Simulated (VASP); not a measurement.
Level of theory: PBE GGA with D3 dispersion (zero damping), VASP's PBE PAW potentials (set 64) (plane waves; VASP 6.6.1).

A VASP calculation is set up with these files.

INCAR:
```
ALGO  =  Normal
EDIFF  =  1E-7
EDIFFG  =  -0.01
ENCUT  =  520
GGA  =  PE
IBRION  =  2
ISIF  =  4
ISMEAR  =  1
IVDW  =  11
LASPH  =  T
LCHARG  =  F
LMAXMIX  =  4
LREAL  =  F
LWAVE  =  F
NELM  =  100
NSW  =  30
PREC  =  Accurate
SIGMA  =  0.1
SYSTEM  =  ZrB2
```

**KPOINTS**
```
Automatic mesh
0
Gamma
11 11 9
0 0 0
```

### POSCAR
```
ZrB2
1.0
  1.5587883982  -2.6999011601   0.0000000000
  1.5587883982   2.6999011601   0.0000000000
  0.0000000000   0.0000000000   3.4862366076
Zr B
1 2
Cartesian
  0.0000000000   0.0000000000   0.0000000000
  1.5587883982   0.8999688533   1.7431183038
  1.5587883982  -0.8999688533   1.7431183038
```

POTCAR, in this order: Zr_sv B (PBE.64 set). Program: vasp_std.

Output

File OSZICAR:
```
       N       E                     dE             d eps       ncg     rms          rms(c)
DAV:   1     0.114295314774E+03    0.11430E+03   -0.99100E+03  2080   0.138E+03
DAV:   2    -0.221133791807E+02   -0.13641E+03   -0.13152E+03  2433   0.342E+02
DAV:   3    -0.275506293223E+02   -0.54373E+01   -0.53798E+01  3349   0.601E+01
DAV:   4    -0.276824549972E+02   -0.13183E+00   -0.13178E+00  2648   0.858E+00
DAV:   5    -0.276859820951E+02   -0.35271E-02   -0.35270E-02  3162   0.110E+00    0.239E+01
DAV:   6    -0.249629699897E+02    0.27230E+01   -0.77165E+00  2513   0.204E+01    0.988E+00
DAV:   7    -0.249212960201E+02    0.41674E-01   -0.95010E-01  3182   0.654E+00    0.337E+00
DAV:   8    -0.249234459500E+02   -0.21499E-02   -0.11633E-01  2497   0.323E+00    0.823E-01
DAV:   9    -0.249199261537E+02    0.35198E-02   -0.19983E-02  2542   0.120E+00    0.155E-01
DAV:  10    -0.249198580109E+02    0.68143E-04   -0.93202E-04  2710   0.289E-01    0.453E-02
DAV:  11    -0.249198680371E+02   -0.10026E-04   -0.30789E-05  2795   0.649E-02    0.155E-02
DAV:  12    -0.249198679953E+02    0.41829E-07   -0.27270E-06  2830   0.175E-02    0.356E-03
DAV:  13    -0.249198680642E+02   -0.68864E-07   -0.37879E-07  2574   0.555E-03
   1 F= -.25793310E+02 E0= -.25793330E+02  d E =-.257933E+02
       N       E                     dE             d eps       ncg     rms          rms(c)
DAV:   1    -0.249207316110E+02   -0.86362E-03   -0.40968E-02  2240   0.204E+00    0.144E-01
DAV:   2    -0.249203557321E+02    0.37588E-03   -0.90210E-04  2365   0.262E-01    0.803E-02
DAV:   3    -0.249202013580E+02    0.15437E-03   -0.41547E-04  2400   0.186E-01    0.176E-02
DAV:   4    -0.249202008187E+02    0.53932E-06   -0.90411E-06  2326   0.278E-02    0.725E-03
DAV:   5    -0.249202008687E+02   -0.50014E-07   -0.35886E-07  2642   0.641E-03
   2 F= -.25793530E+02 E0= -.25793541E+02  d E =-.219514E-03
```

OUTCAR:
```
------------------------ aborting loop because EDIFF is reached ----------------------------------------
 Edisp (eV)   -0.87333
  FORCE on cell =-STRESS in cart. coord.  units (eV):
  Direction    XX          YY          ZZ          XY          YZ          ZX
  --------------------------------------------------------------------------------------
  Total       1.45838     1.45838     1.48799     0.00000     0.00000     0.00000
  in kB      79.62700    79.62702    81.24362     0.00000     0.00000     0.00000
  external pressure =       80.17 kB  Pullay stress =        0.00 kB
  volume of cell :       29.34
      direct lattice vectors                 reciprocal lattice vectors
     1.560625745 -2.703083562  0.000000000     0.320384308 -0.184973934 -0.000000000
     1.560625745  2.703083562  0.000000000     0.320384308  0.184973934 -0.000000000
     0.000000000  0.000000000  3.478032617    -0.000000000 -0.000000000  0.287518868
 POSITION                                       TOTAL-FORCE (eV/Angst)
 -----------------------------------------------------------------------------------
      1.56063     -2.70308      3.47803         0.000000     -0.000000      0.000000
      1.56063      0.90103      1.73902        -0.000000     -0.000000      0.000000
      1.56063     -0.90103      1.73902         0.000000      0.000000     -0.000000
 -----------------------------------------------------------------------------------
    total drift:                                0.000000     -0.000000     -0.000000
  FREE ENERGIE OF THE ION-ELECTRON SYSTEM (eV)
  ---------------------------------------------------
  free  energy   TOTEN  =       -25.7935295968 eV

  energy  without entropy=      -25.7935624385  energy(sigma->0) =      -25.79354054

 reached required accuracy - stopping structural energy minimisation
```
(Selected blocks of OUTCAR.)

CONTCAR:
```
ZrB2
   1.00000000000000
     1.5606257453929901   -2.7030835620432949    0.0000000000000000
     1.5606257453929901    2.7030835620432949    0.0000000000000000
     0.0000000000000000    0.0000000000000000    3.4780326172830187
  Zr              B
     1     2
Direct
     1.0000000000000000    0.0000000000000000    1.0000000000000000
     0.3333330000000032    0.6666669999999968    0.5000000000000000
     0.6666669999999968    0.3333330000000032    0.5000000000000000
```

The compound is ZrB2 in the AlB2 type structure. This cell is one point of a volume scan, at 0.97 of the reference volume. Symmetry was kept, so distortions that lower it aren't found.
